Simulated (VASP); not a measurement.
Given:

```
CELL_PARAMETERS angstrom
      0.00000     2.67106     2.67106
      2.67106     0.00000     2.67106
      2.67106     2.67106     0.00000
ATOMIC_POSITIONS crystal
  Si 0.25000 0.25000 0.25000
  Si 0.75000 0.75000 0.75000
  Ni 0.00000 0.00000 0.00000
```

These are PBE GGA, VASP's PBE PAW potentials (set 64) (plane waves; VASP) values and carry that method's errors. Run with 480 eV cut-off, 10×10×10 Γ-centred mesh, first-order Methfessel-Paxton smearing of 0.10 eV, potentials Si Ni.

### Question
Give the stress tensor in GPa (positive for a compressed cell).

### Answer

```
9.64  0.00  0.00
0.00  9.64  0.00
0.00  0.00  9.64
```
The pressure is its mean diagonal, 9.64 GPa.

The compound is NiSi2 in the fluorite structure. This cell was strained or had an atom moved on purpose. The run is not spin-polarised, so no magnetic state was tried.
